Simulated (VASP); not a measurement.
```yaml
crystal:
  lattice:
    - [-2.10122, 2.10122, 5.28222]
    - [2.10122, -2.10122, 5.28222]
    - [2.10122, 2.10122, -5.28222]
  atoms:
    - { symbol: Pr, position: [0.00000, 0.00000, 0.00000] }
    - { symbol: Si, position: [0.61014, 0.61014, 0.00000] }
    - { symbol: Si, position: [0.38986, 0.38986, 0.00000] }
    - { symbol: Ag, position: [0.75000, 0.25000, 0.50000] }
    - { symbol: Ag, position: [0.25000, 0.75000, 0.50000] }
```

Calculation: PBEsol GGA, VASP's PBE PAW potentials (set 64) (plane waves; VASP). Numerical set-up: 480 eV cut-off, 10×10×10 Γ-centred mesh, first-order Methfessel-Paxton smearing of 0.10 eV, potentials Pr_3 Si Ag.

The 4f electrons are frozen in the core of the lanthanide potential, so 4f levels, which can set the real gap, and their magnetism are missing.

Each relaxation starts from this cell; other phases were not tried.

Problem. The cell is relaxed at 5 GPa. What happens?

Solution. The volume per atom goes from 18.66 to 17.95 Å³ (-3.8 %), and the cell becomes a = 4.1456 Å, b = 4.1456 Å, c = 10.4435 Å, α = 90.00°, β = 90.00°, γ = 90.00°, space group I4/mmm.

Failed runs are left out, and for metals the shear rows, which the mesh's noise covers.

The structure comes from a computed database's Ag2PrSi2 entry (I4/mmm); how it stands against other phases isn't given here. The electron count is odd and the run is not spin-polarised, which forces a metal.
